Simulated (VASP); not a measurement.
Output of a VASP run:

### OUTCAR
```
 ion  position               nearest neighbor table
   1  0.596  0.915  0.598-   2 1.41
   2  0.404  0.085  0.402-   1 1.41
   3  0.085  0.404  0.902-   4 1.41
   4  0.915  0.596  0.098-   3 1.41
  LATTYP: Found a base centered monoclinic cell.
 ALAT       =     5.1126400000
 B/A-ratio  =     0.6196505132
 C/A-ratio  =     1.2951449502
 COS(beta)  =    -0.0848900812
 Subroutine PRICEL returns:
 Original cell was already a primitive cell.
 Subroutine GETGRP returns: Found  4 space group operations
The static configuration has the point symmetry S_2 .
 The point group associated with its full space group is C_2h.
The dynamic configuration has the point symmetry S_2 .
 Subroutine INISYM returns: Found  4 space group operations
 Subroutine IBZKPT returns following result:
 Found    117 irreducible k-points:

 Following reciprocal coordinates:
            Coordinates               Weight
  0.000000  0.000000  0.000000      1.000000
  0.100000 -0.000000  0.000000      4.000000
  0.200000 -0.000000  0.000000      4.000000
  0.300000  0.000000 -0.000000      4.000000
  0.400000 -0.000000  0.000000      4.000000
  0.500000 -0.000000  0.000000      2.000000
  0.100000  0.100000 -0.000000      2.000000
  0.200000  0.100000  0.000000      4.000000
  0.300000  0.100000 -0.000000      4.000000
  0.400000  0.100000  0.000000      4.000000
  0.500000  0.100000  0.000000      4.000000
 -0.400000  0.100000  0.000000      4.000000
 -0.300000  0.100000  0.000000      4.000000
 -0.200000  0.100000  0.000000      4.000000
 -0.100000  0.100000  0.000000      2.000000
  0.200000  0.200000 -0.000000      2.000000
  0.300000  0.200000  0.000000      4.000000
  0.400000  0.200000  0.000000      4.000000
  0.500000  0.200000  0.000000      4.000000
 -0.400000  0.200000 -0.000000      4.000000
 -0.300000  0.200000  0.000000      4.000000
 -0.200000  0.200000  0.000000      2.000000
  0.300000  0.300000 -0.000000      2.000000
  0.400000  0.300000  0.000000      4.000000
  0.500000  0.300000 -0.000000      4.000000
 -0.400000  0.300000 -0.000000      4.000000
 -0.300000  0.300000  0.000000      2.000000
  0.400000  0.400000  0.000000      2.000000
  0.500000  0.400000  0.000000      4.000000
 -0.400000  0.400000  0.000000      2.000000
  0.500000  0.500000  0.000000      1.000000
  0.000000  0.000000  0.250000      2.000000
  0.100000 -0.000000  0.250000      4.000000
  0.200000 -0.000000  0.250000      4.000000
  0.300000  0.000000  0.250000      4.000000
  0.400000 -0.000000  0.250000      4.000000
  0.500000 -0.000000  0.250000      4.000000
 -0.400000  0.000000  0.250000      4.000000
 -0.300000  0.000000  0.250000      4.000000
 -0.200000  0.000000  0.250000      4.000000
   k-points           NKPTS =    117   k-points in BZ     NKDIM =    117   number of bands    NBANDS=     18
   number of dos      NEDOS =    301   number of ions     NIONS =      4
   total plane-waves  NPLWV =  19200
   dimension x,y,z NGX =    20 NGY =   20 NGZ =   48
   dimension x,y,z NGXF=    40 NGYF=   40 NGZF=   96
   ions per type =               4
   PREC   = accura    normal or accurate (medium, high low for compatibility)
   ISTART =      0    job   : 0-new  1-cont  2-samecut
   ICHARG =      2    charge: 1-file 2-atom 10-const
   ISPIN  =      1    spin polarized calculation?
   LNONCOLLINEAR =      F non collinear calculations
   LSORBIT =      F    spin-orbit coupling
   INIWAV =      1    electr: 0-lowe 1-rand  2-diag
   ENCUT  =  400.0 eV  29.40 Ry    5.42 a.u.   4.90  4.90 10.80*2*pi/ulx,y,z
   NELM   =    100;   NELMIN=  2; NELMDL= -5     # of ELM steps
   EDIFF  = 0.1E-05   stopping-criterion for ELM
   LREAL  =      F    real-space projection
   NLSPLINE    = F    spline interpolate recip. space projectors
...
```

**OSZICAR**
```
...
DAV:   3    -0.813029899454E+01    0.34116E-03   -0.13055E-03  4404   0.315E-01    0.414E-02
DAV:   4    -0.813027400670E+01    0.24988E-04   -0.55238E-05  4548   0.758E-02    0.135E-02
DAV:   5    -0.813027256433E+01    0.14424E-05   -0.55891E-06  4114   0.218E-02    0.217E-03
DAV:   6    -0.813027310750E+01   -0.54317E-06   -0.19624E-07  2286   0.432E-03
  15 F= -.81302731E+01 E0= -.81302731E+01  d E =-.319791E-03
       N       E                     dE             d eps       ncg     rms          rms(c)
DAV:   1    -0.813028304151E+01   -0.10477E-04   -0.86026E-02  4212   0.285E+00    0.106E-01
DAV:   2    -0.813034718759E+01   -0.64146E-04   -0.14557E-03  4490   0.364E-01    0.532E-02
DAV:   3    -0.813033731984E+01    0.98678E-05   -0.25113E-05  4526   0.510E-02    0.166E-02
DAV:   4    -0.813033793076E+01   -0.61092E-06   -0.21781E-06  2498   0.163E-02
  16 F= -.81303379E+01 E0= -.81303379E+01  d E =-.648233E-04
       N       E                     dE             d eps       ncg     rms          rms(c)
DAV:   1    -0.813033854396E+01   -0.12241E-05   -0.14430E-03  4220   0.368E-01    0.139E-02
DAV:   2    -0.813033951055E+01   -0.96660E-06   -0.23945E-05  4452   0.468E-02    0.695E-03
DAV:   3    -0.813033930877E+01    0.20178E-06   -0.39536E-07  2196   0.655E-03
  17 F= -.81303393E+01 E0= -.81303393E+01  d E =-.662013E-04
       N       E                     dE             d eps       ncg     rms          rms(c)
DAV:   1    -0.813038469025E+01   -0.45180E-04   -0.75414E-03  4220   0.841E-01    0.401E-02
DAV:   2    -0.813037711253E+01    0.75777E-05   -0.13538E-04  4514   0.108E-01    0.169E-02
DAV:   3    -0.813037512033E+01    0.19922E-05   -0.71691E-06  4412   0.242E-02    0.519E-03
DAV:   4    -0.813037499746E+01    0.12287E-06   -0.21160E-07  2204   0.507E-03
  18 F= -.81303750E+01 E0= -.81303750E+01  d E =-.356887E-04
       N       E                     dE             d eps       ncg     rms          rms(c)
DAV:   1    -0.813054621583E+01   -0.17110E-03   -0.67841E-02  4212   0.252E+00    0.120E-01
DAV:   2    -0.813047883101E+01    0.67385E-04   -0.12113E-03  4532   0.324E-01    0.509E-02
DAV:   3    -0.813046121822E+01    0.17613E-04   -0.64627E-05  4420   0.726E-02    0.157E-02
DAV:   4    -0.813046055087E+01    0.66735E-06   -0.19277E-06  2602   0.153E-02
  19 F= -.81304606E+01 E0= -.81304606E+01  d E =-.121242E-03
       N       E                     dE             d eps       ncg     rms          rms(c)
DAV:   1    -0.813087517299E+01   -0.41395E-03   -0.27136E-01  4212   0.504E+00    0.239E-01
DAV:   2    -0.813060702404E+01    0.26815E-03   -0.48102E-03  4530   0.645E-01    0.102E-01
DAV:   3    -0.813053646165E+01    0.70562E-04   -0.26277E-04  4416   0.146E-01    0.312E-02
DAV:   4    -0.813053425255E+01    0.22091E-05   -0.81429E-06  4458   0.306E-02    0.107E-02
DAV:   5    -0.813053443920E+01   -0.18664E-06   -0.12571E-06  2386   0.130E-02
  20 F= -.81305344E+01 E0= -.81305344E+01  d E =-.195130E-03
       N       E                     dE             d eps       ncg     rms          rms(c)
DAV:   1    -0.813055141562E+01   -0.17163E-04   -0.14735E-03  4216   0.365E-01    0.238E-02
DAV:   2    -0.813054628657E+01    0.51290E-05   -0.27607E-05  4464   0.511E-02    0.104E-02
DAV:   3    -0.813054562389E+01    0.66268E-06   -0.31894E-06  3106   0.166E-02
  21 F= -.81305456E+01 E0= -.81305456E+01  d E =-.111847E-04
```

**OUTCAR**
```
------------------------ aborting loop because EDIFF is reached ----------------------------------------
  FORCE on cell =-STRESS in cart. coord.  units (eV):
  Direction    XX          YY          ZZ          XY          YZ          ZX
  --------------------------------------------------------------------------------------
  Total        0.0164202     -0.0136200     -0.0365964      0.0000000      0.0000000      0.0038494
  in kB        0.5956983     -0.4941112     -1.3276600      0.0000000      0.0000000      0.1396499
  external PRESSURE =      -0.4086910 kB  Pullay stress =       0.0000000 kB
  volume of cell :       44.16
      direct lattice vectors                 reciprocal lattice vectors
     2.373709901 -1.481064609  0.005545913     0.210601016 -0.337594995  0.017000449
     2.373709901  1.481064609  0.005545913     0.210601016  0.337594995  0.017000449
    -0.506930274  0.000000000  6.279835849    -0.000371976  0.000000000  0.159209804
 POSITION                                       TOTAL-FORCE (eV/Angst)
 -----------------------------------------------------------------------------------
      3.27648      0.44940      3.79545        -0.003218     -0.003811      0.003219
      0.96401     -0.44940      2.49547         0.003218      0.003811     -0.003219
      0.71054      0.44940      5.63539         0.003218     -0.003811     -0.003219
      3.52995     -0.44940      0.65553        -0.003218      0.003811      0.003219
 -----------------------------------------------------------------------------------
    total drift:                                0.000000     -0.000000     -0.000000
  FREE ENERGIE OF THE ION-ELECTRON SYSTEM (eV)
  ---------------------------------------------------
  free  energy   TOTEN  =        -8.1305456239 eV

  energy  without entropy=       -8.1305456239  energy(sigma->0) =       -8.13054562

 reached required accuracy - stopping structural energy minimisation
```
(Selected blocks of OUTCAR.)

**POSCAR**
```
F2
1
    2.5563200000    -1.5840250000     0.0000000000
    2.5563200000     1.5840250000     0.0000000000
   -0.5621090000     0.0000000000     6.5977080000
F
4
Direct
  0.5958300000   0.9153300000   0.5979600000
  0.4041700000   0.0846700000   0.4020400000
  0.0846700000   0.4041700000   0.9020400000
  0.9153300000   0.5958300000   0.0979600000
```

Question: Write an INCAR and KPOINTS that could have produced this output.

Answer: This is not unique; one that fits is the input of the run itself, PBEsol GGA, plane waves, VASP's PBE PAW potentials (set 64).

### KPOINTS
```
Regular mesh
0
gamma
  10 10 4
0 0 0
```

INCAR:
```
SYSTEM = F2
PREC = Accurate
ENCUT = 400
EDIFF = 1E-6
NELM = 100
ALGO = Normal
LREAL = .FALSE.
LASPH = .TRUE.
ISMEAR = 0
SIGMA = 0.01
GGA = PS
LWAVE = .FALSE.
LCHARG = .FALSE.
ISIF = 3
IBRION = 2
NSW = 50
EDIFFG = -0.01
```

POTCAR, in this order: F (PBE.64 set). Program: vasp_std.

At this cut-off the stress carries a Pulay error, which pulls relaxed volumes low. Energy and stress use the plane-wave basis of the starting cell.

The structure comes from a computed database's F2 entry; how it stands against other phases isn't given here. This run relaxes it. Symmetry was kept, so distortions that lower it aren't found. The run is one of a series of settings (EDIFFG = -0.01, IBRION = 2, ISIF = 3, NSW = 50 against the base run), some of them coarse on purpose.
